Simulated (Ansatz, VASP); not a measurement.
One calculation of SiGe4W, two programs

```xyz
6
Lattice="4.7964 0.0000 0.0000 0.0000 4.7964 0.0000 0.0000 0.0000 7.2336" Properties=species:S:1:pos:R:3 pbc="T T T"
Si    2.3982    2.3982    3.6168
Ge    2.3982    0.0000    0.0000
Ge    0.0000    2.3982    0.0000
Ge    0.0000    0.0000    2.4569
Ge    0.0000    0.0000    4.7766
W     0.0000    0.0000    0.0000
```

Change from the starting cell: species swapped into the AlTlF4 type (P4/mmm, No. 123).

Alike in both runs: functional PBE; k mesh 4 × 4 × 4; occupations gaussian, width 0.1 eV; no spin polarisation.

Ansatz relaxed the structure, and its values are those at the end. VASP's run is a single point on that final structure, the one shown.

|  | VASP | Ansatz |
| --- | --- | --- |
| version | VASP 6.6.1 | Ansatz 0.2.0 |
| potentials or method | VASP PAW PBE potentials, release 64 (Si, Ge_d, W_sv) | scalar-relativistic, plane waves, PAW |
| plane-wave cutoff (eV) | 520 | 420 |
| valence electrons in the cell | 74 | 74 |

|  | VASP | Ansatz | Ansatz less VASP |
| --- | --- | --- | --- |
| gap on the k mesh at the Fermi level (eV) | none | none | - |
| pressure (GPa) | 0.0 | 0.0 | -0.01 |
| rms of the force components (eV/Å) | 0.004 | 0.000 | -0.0043 |

A gap of «none» marks a metal or a gap that the smearing closes.

The runs have no spin-orbit coupling, so splittings on W are missing.
